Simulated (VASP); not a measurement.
# Zn3In9Ag8 (P1) in VASP: single point with PBEsol

Aim: the single point of Zn3In9Ag8 with PBEsol.

All numbers are computed with VASP 6.6.1; they aren't measurements. Logs are shortened: lines on timing, memory, paths and dates and some standing lists are left out, and cuts for length are marked.

## (1) Starting point

The typed cell holds 20 atoms: a = 8.118 Å, b = 7.188 Å, c = 8.684 Å, α = 105.11°, β = 112.03°, γ = 109.72°.

The cell was built by a generator and needn't be a form met in nature.

## (2) Single point, PBEsol

Contents of INCAR:

```
SYSTEM = Zn3In9Ag8
PREC = Accurate
ENCUT = 520
EDIFF = 1E-6
ISMEAR = 0
SIGMA = 0.1
LREAL = Auto
LASPH = .True.
NELM = 60
ALGO = Normal
ISIF = 2
LWAVE = .False.
LCHARG = .False.
GGA = PS
NBANDS = 136
ISYM = 0
```

Contents of KPOINTS:

```
Automatic mesh
0
Gamma
  2 2 2
  0.5 0.5 0.5
```

Contents of POSCAR:

```
Zn3In9Ag8
1.0
   -6.1091613061      4.8354698130      2.2809906738
    5.6794601359      3.9874071526     -1.8739688637
   -1.9683269887     -4.6092795479     -7.0911722117
Zn Ag In
3 8 9
Direct
    0.0245672600      0.3083828403      0.8564911351
    0.7048219867      0.9009523001      0.5621467499
    0.2914228042      0.4318085903      0.2238103817
    0.0945689789      0.6835864937      0.8422137133
    0.4982652160      0.8462093521      0.8988033227
    0.3037730663      0.7390793699      0.4906717937
    0.4183958456      0.8131188153      0.2169538761
    1.0096717865      0.0114113137      0.9826685989
    0.7396130216      0.2557799348      0.5141961682
    0.8484583638      0.9505964192      0.3194367233
    0.4572580862      0.1739261735      0.1388954910
    0.1976571888      0.0325141356      0.7342788653
    0.1704573750      0.3978310880      0.6093541033
    0.6183517766      0.1921154998      0.7848771352
    0.6436095970      0.5950544954      0.7062555897
    0.2942529587      0.1264236056      0.3919385253
    0.8290042232      0.6031540012      0.4166072920
    0.5157277539      0.5136675932      1.0139804029
    0.8776807651      0.2581416145      0.1774922092
    0.9736964277      0.6609890086      0.1146917038
```

Potentials or basis: VASP PAW PBE potentials, release 64 (Zn, Ag, In_d).

Launch:

```console
cat potpaw_PBE.64/Zn/POTCAR potpaw_PBE.64/Ag/POTCAR potpaw_PBE.64/In_d/POTCAR > POTCAR
mpirun -np 1 vasp_std > vasp.out
```

OUTCAR:

```text
SYSTEM = Zn3In9Ag8
   PREC = Accurate
   ENCUT = 520
   EDIFF = 1E-6
   ISMEAR = 0
   LREAL = Auto
   LASPH = .True.
   NELM = 60
   ISIF = 2
   GGA = PS
   ISYM = 0

 ion  position               nearest neighbor table
   1  0.025  0.308  0.856-   4 2.61   8 2.63   3 2.77   2 2.80   9 2.83  14 2.88  13 2.92  12 2.99
                            20 3.17  18 3.29  19 3.47
   2  0.705  0.901  0.562-   9 2.63   7 2.75  15 2.79   1 2.80  10 2.81   6 2.81  17 2.86  14 2.92
                             8 3.24  12 3.37
   3  0.291  0.432  0.224-   7 2.61   8 2.68   6 2.70  11 2.74   1 2.77  16 2.94  19 2.98  18 3.05
                            20 3.48
   4  0.095  0.684  0.842-   1 2.61   8 2.78   5 2.87  12 2.88  13 2.88  20 2.90   7 2.95   9 3.03
                            15 3.16  11 3.21  17 3.27
   5  0.498  0.846  0.899-  18 2.85   4 2.87  14 2.91  11 2.91  19 2.94  13 2.96  15 2.96   6 3.03
                             7 3.11  12 3.22  10 3.37
   6  0.304  0.739  0.491-   3 2.70   2 2.81  13 2.93   7 2.96  14 2.97   5 3.03  20 3.10  16 3.14
                            12 3.15  15 3.35  19 3.36  17 3.39
   7  0.418  0.813  0.217-   3 2.61   2 2.75  11 2.79  18 2.93   9 2.94   4 2.95   6 2.96  10 2.97
                            16 3.05  20 3.07   5 3.11
   8  0.010  0.011  0.983-   1 2.63   3 2.68   4 2.78  19 2.87  15 2.91  20 3.00  11 3.00  12 3.08
                            16 3.11   2 3.24
   9  0.740  0.256  0.514-   2 2.63  17 2.80   1 2.83   7 2.94  14 2.95  11 2.95  13 2.99  10 2.99
                             4 3.03  16 3.07  15 3.08  19 3.50
  10  0.848  0.951  0.319-  19 2.78   2 2.81  17 2.81  13 2.95  18 2.96   7 2.97   9 2.99  20 3.06
                            16 3.14   5 3.37  12 3.39
  11  0.457  0.174  0.139-   3 2.74   7 2.79  18 2.89   5 2.91   9 2.95  17 2.97  12 2.99  16 2.99
                             8 3.00  19 3.13   4 3.21  14 3.78
  12  0.198  0.033  0.734-   4 2.88   1 2.99  11 2.99  14 3.02  17 3.04  18 3.07   8 3.08  13 3.13
                             6 3.15   5 3.22   2 3.37  10 3.39  16 3.51
  13  0.170  0.398  0.609-   4 2.88   1 2.92   6 2.93  10 2.95   5 2.96   9 2.99  16 3.03  12 3.13
                            18 3.23  19 3.23  15 3.28  17 3.64
  14  0.618  0.192  0.785-   1 2.88   5 2.91   2 2.92   9 2.95   6 2.97  12 3.02  19 3.06  15 3.10
                            20 3.18  18 3.18  16 3.22  11 3.78
  15  0.644  0.595  0.706-   2 2.79   8 2.91   5 2.96   9 3.08  14 3.10  16 3.13   4 3.16  13 3.28
                            18 3.32  20 3.34   6 3.35  17 3.38
  16  0.294  0.126  0.392-   3 2.94  11 2.99  20 3.00  13 3.03   7 3.05   9 3.07   8 3.11  15 3.13
                             6 3.14  10 3.14  14 3.22  12 3.51  19 3.76
  17  0.829  0.603  0.417-   9 2.80  10 2.81   2 2.86  11 2.97  19 3.03  12 3.04  18 3.19   4 3.27
                            20 3.31  15 3.38   6 3.39  13 3.64
  18  0.516  0.514  0.014-   5 2.85  11 2.89   7 2.93  10 2.96   3 3.05  12 3.07  20 3.18  14 3.18
                            17 3.19  13 3.23   1 3.29  15 3.32  19 3.99
  19  0.878  0.258  0.177-  10 2.78   8 2.87   5 2.94   3 2.98  20 2.98  17 3.03  14 3.06  11 3.13
                            13 3.23   6 3.36   1 3.47   9 3.50  16 3.76  18 3.99
  20  0.974  0.661  0.115-   4 2.90  19 2.98  16 3.00   8 3.00  10 3.06   7 3.07   6 3.10   1 3.17
                            14 3.18  18 3.18  17 3.31  15 3.34   3 3.48

IMPORTANT INFORMATION: All symmetrisations will be switched off!
NOSYMM: (Re-)initialisation of all symmetry stuff for point group C_1.

----------------------------------------------------------------------------------------

                                     Primitive cell

  volume of cell :     396.2777

  direct lattice vectors                    reciprocal lattice vectors
    -6.109161306  4.835469813  2.280990674    -0.093149414  0.110938898 -0.046254678
     5.679460136  3.987407153 -1.873968864     0.059996877  0.120649858 -0.095076297
    -1.968326989 -4.609279548 -7.091172212    -0.045818267  0.003801419 -0.130773367

  length of vectors
     8.118284217  7.188006854  8.683576016     0.152064946  0.164910630  0.138619761

  position of ions in fractional coordinates (direct lattice)
     0.024567260  0.308382840  0.856491135
     0.704821987  0.900952300  0.562146750
     0.291422804  0.431808590  0.223810382
     0.094568979  0.683586494  0.842213713
     0.498265216  0.846209352  0.898803323
     0.303773066  0.739079370  0.490671794
[... 12 lines left out ...]
     0.877680765  0.258141614  0.177492209
     0.973696428  0.660989009  0.114691704

  ion indices of the primitive-cell ions
   primitive index   ion index
                 1           1
                 2           2
                 3           3
                 4           4
                 5           5
                 6           6
[... 12 lines left out ...]
                19          19
                20          20

----------------------------------------------------------------------------------------

 KPOINTS: Automatic mesh

Automatic generation of k-mesh.
 Grid dimensions read from file:
 generate k-points for:    2    2    2

 Generating k-lattice:

  Cartesian coordinates                     Fractional coordinates (reciprocal lattice)
    -0.046574707  0.055469449 -0.023127339     0.500000000  0.000000000  0.000000000
     0.029998439  0.060324929 -0.047538149    -0.000000000  0.500000000  0.000000000
    -0.022909134  0.001900709 -0.065386684     0.000000000 -0.000000000  0.500000000

  Length of vectors
     0.076032473  0.082455315  0.069309880

  Shift w.r.t. Gamma in fractional coordinates (k-lattice)
     0.500000000  0.500000000  0.500000000

 Subroutine IBZKPT returns following result:
 ===========================================

 Found      4 irreducible k-points:

 Following reciprocal coordinates:
            Coordinates               Weight
  0.250000  0.250000  0.250000      2.000000
 -0.250000  0.250000  0.250000      2.000000
  0.250000 -0.250000  0.250000      2.000000
 -0.250000 -0.250000  0.250000      2.000000
   k-points           NKPTS =      4   k-points in BZ     NKDIM =      4   number of bands    NBANDS=    136
   number of dos      NEDOS =    301   number of ions     NIONS =     20
   total plane-waves  NPLWV = 226800
   dimension x,y,z NGX =    60 NGY =   54 NGZ =   70
   dimension x,y,z NGXF=   120 NGYF=  108 NGZF=  140
   ions per type =               3   8   9
   NGX,Y,Z   is equivalent  to a cutoff of  12.29, 12.49, 13.40 a.u.
   NGXF,Y,Z  is equivalent  to a cutoff of  24.57, 24.98, 26.80 a.u.
 SYSTEM =  Zn3In9Ag8
   PREC   = accura    normal or accurate (medium, high low for compatibility)
   ISTART =      0    job   : 0-new  1-cont  2-samecut
   ICHARG =      2    charge: 1-file 2-atom 10-const
   ISPIN  =      1    spin polarized calculation?
   LNONCOLLINEAR =      F non collinear calculations
   LSORBIT =      F    spin-orbit coupling
   LASPH  =      T    aspherical Exc in radial PAW
   ENCUT  =  520.0 eV  38.22 Ry    6.18 a.u.  15.09 13.36 16.15*2*pi/ulx,y,z
   NELM   =     60;   NELMIN=  2; NELMDL= -5     # of ELM steps
   EDIFF  = 0.1E-05   stopping-criterion for ELM
   LREAL  =      T    real-space projection
   EDIFFG = 0.1E-04   stopping-criterion for IOM
   NSW    =      0    number of steps for IOM
   IBRION =     -1    ionic relax: 0-MD 1-quasi-New 2-CG
   NFREE  =      0    steps in history (QN), initial steepest desc. (CG)
   ISIF   =      2    stress and relaxation
   ISYM   =      0    0-nonsym 1-usesym 2-fastsym
   POTIM  = 0.5000    time-step for ionic-motion
   TEBEG  =    0.0;   TEEND  =   0.0 temperature during run
   PSTRESS=    0.0 pullay stress
   NELECT =     241.0000    total number of electrons
   NUPDOWN=      -1.0000    fix difference up-down
   EMIN   =  10.00;   EMAX   =-10.00  energy-range for DOS
   EFERMI =   0.00;   METHOD = LEGACY
   ISMEAR =     0;   SIGMA  =   0.10  broadening in eV -4-tet -1-fermi 0-gaus
   EFERMI_NEDOS =   21; number of points for ismear=-14 and -15
   IALGO  =     38    algorithm
   IMIX   =      4    mixing-type and parameters
     AMIX     =   0.40;   BMIX     =  1.00
     AMIX_MAG =   1.60;   BMIX_MAG =  1.00
  volume/ion in A,a.u.               =      19.81       133.71
  Fermi-wavevector in a.u.,A,eV,Ry     =   1.387013  2.621075 26.174969  1.923806
  Thomas-Fermi vector in A             =   2.511275
   LORBIT       =      0    0 simple, 1 ext, 2 COOP (PROOUT), +10 PAW based schemes
   GGA     = PS    functional components
   LHFCALC =     F    Hartree Fock is set to
   AEXX    =    0.0000 exact exchange contribution
   IVDW    =     0    specifies the selected vdW correction
   LEPSILON=     F    determine dielectric tensor
   LRPA    =     F    only Hartree local field effects (RPA)
 non-spin polarized calculation
 Gauss-broadening in eV      SIGMA  =   0.10
  energy-cutoff  :      520.00
  volume of cell :      396.28
 maximum number of plane-waves:     10697
   NGX = 31   NGY = 27   NGZ = 33

 number of electron     241.0000015 magnetization

 Free energy of the ion-electron system (eV)
  ---------------------------------------------------
  ext. energy  EPLUGINS =         0.00000000
  ---------------------------------------------------
  free energy    TOTEN  =       -57.58542559 eV

  energy without entropy =      -57.56619719  energy(sigma->0) =      -57.57581139

 E-fermi :   7.6578     XC(G=0): -11.4902

 val. band max:        7.5796637796   @ k =  -0.2500  -0.2500   0.2500
 cond. band min:       7.7265188685   @ k =   0.2500  -0.2500   0.2500
 fundamental gap:      0.1468550888
 Fermi energy:         7.6578298267

 k-point     1 :       0.2500    0.2500    0.2500
  band No.  band energies     occupation
      1      -6.9925      2.00000
      2      -6.9718      2.00000
      3      -6.9540      2.00000
      4      -6.9390      2.00000
      5      -6.9221      2.00000
      6      -6.8984      2.00000
[... 124 lines left out ...]
    131      10.8983      0.00000
    132      11.0463      0.00000

 k-point     2 :      -0.2500    0.2500    0.2500
  band No.  band energies     occupation
      1      -7.0015      2.00000
      2      -6.9726      2.00000
      3      -6.9512      2.00000
      4      -6.9408      2.00000
      5      -6.9260      2.00000
      6      -6.9075      2.00000
[... 124 lines left out ...]
    131      10.5990      0.00000
    132      10.6835      0.00000

 k-point     3 :       0.2500   -0.2500    0.2500
  band No.  band energies     occupation
      1      -7.0014      2.00000
      2      -6.9696      2.00000
      3      -6.9490      2.00000
      4      -6.9427      2.00000
      5      -6.9237      2.00000
      6      -6.8971      2.00000
[... 124 lines left out ...]
    131      10.7438      0.00000
    132      11.0077      0.00000

 k-point     4 :      -0.2500   -0.2500    0.2500
  band No.  band energies     occupation
      1      -6.9949      2.00000
      2      -6.9741      2.00000
      3      -6.9548      2.00000
      4      -6.9429      2.00000
      5      -6.9221      2.00000
      6      -6.9062      2.00000
[... 124 lines left out ...]
    131      10.7203      0.00000
    132      10.9365      0.00000
 [bands above 132 left out]

------------------------ aborting loop because EDIFF is reached ----------------------------------------

  FORCE on cell =-STRESS in cart. coord.  units (eV):
  Direction    XX          YY          ZZ          XY          YZ          ZX
  --------------------------------------------------------------------------------------
  -------------------------------------------------------------------------------------
  Total       -0.3619232     -0.2916882     -0.1578576      0.0439372     -0.0630474      0.0327762
  in kB       -1.4632798     -1.1793150     -0.6382288      0.1776409     -0.2549047      0.1325164
  external PRESSURE =      -1.0936079 kB  Pullay stress =       0.0000000 kB

 VOLUME and BASIS-vectors are now :
 -----------------------------------------------------------------------------
  energy-cutoff  :      520.00
  volume of cell :      396.28
      direct lattice vectors                 reciprocal lattice vectors
    -6.109161306  4.835469813  2.280990674    -0.093149414  0.110938898 -0.046254678
     5.679460136  3.987407153 -1.873968864     0.059996877  0.120649858 -0.095076297
    -1.968326989 -4.609279548 -7.091172212    -0.045818267  0.003801419 -0.130773367

 POSITION                                       TOTAL-FORCE (eV/Angst)
 -----------------------------------------------------------------------------------
     -0.08449     -2.59936     -6.59539         0.006035      0.006536      0.010669
     -0.29544      4.40952     -4.06694        -0.017683      0.007013     -0.012095
      0.23156      2.09936     -1.73154         0.002406     -0.005890     -0.023150
      1.64691     -0.69898     -7.03759        -0.008664      0.017358      0.023734
     -0.00711      1.64069     -6.82280        -0.000552      0.014693     -0.016509
      1.37597      2.15425     -4.17155        -0.000329     -0.008408     -0.001468
[... 12 lines left out ...]
     -4.24515      4.45520      0.25960        -0.000524     -0.023856      0.008130
     -2.42016      6.81527      0.16902         0.006340      0.009497     -0.025475
 -----------------------------------------------------------------------------------
    total drift:                                0.037255     -0.016275      0.001212

  FREE ENERGIE OF THE ION-ELECTRON SYSTEM (eV)
  ---------------------------------------------------
  free  energy   TOTEN  =       -57.5854255925 eV

  energy  without entropy=      -57.5661971943  energy(sigma->0) =      -57.57581139
```

Wall time 5.2 min (1 thread of AMD EPYC 9R45 (Zen 5), shared host); peak memory 0.53 GiB.

Results:

```
Free energy            : -57.5854 eV
Pressure               : -0.1 GPa
Largest force          : 0.036 eV/Å
Band gap on the k mesh : none (metal or under the smearing width)
```

Forces in eV/Å, atoms in the order of the input:
```
Zn   0.006  0.007  0.011
Zn  -0.018  0.007 -0.012
Zn   0.002 -0.006 -0.023
Ag  -0.009  0.017  0.024
Ag  -0.001  0.015 -0.017
Ag   0.000 -0.008 -0.001
Ag   0.007  0.013  0.014
Ag  -0.002 -0.009 -0.005
Ag   0.001  0.019  0.008
Ag   0.006 -0.016  0.005
Ag  -0.009  0.004  0.014
In  -0.004 -0.007  0.007
In   0.011 -0.008  0.001
In  -0.011 -0.011 -0.033
In  -0.005  0.004 -0.011
In   0.006 -0.018  0.016
In   0.008  0.003  0.026
In   0.004  0.010 -0.006
In  -0.001 -0.024  0.008
In   0.006  0.009 -0.025
```

Caveat: the k mesh is coarse (spacing up to 0.52 Å⁻¹), so the values aren't converged; the PAW data sets were made with another functional, which shifts forces and pressure a little.
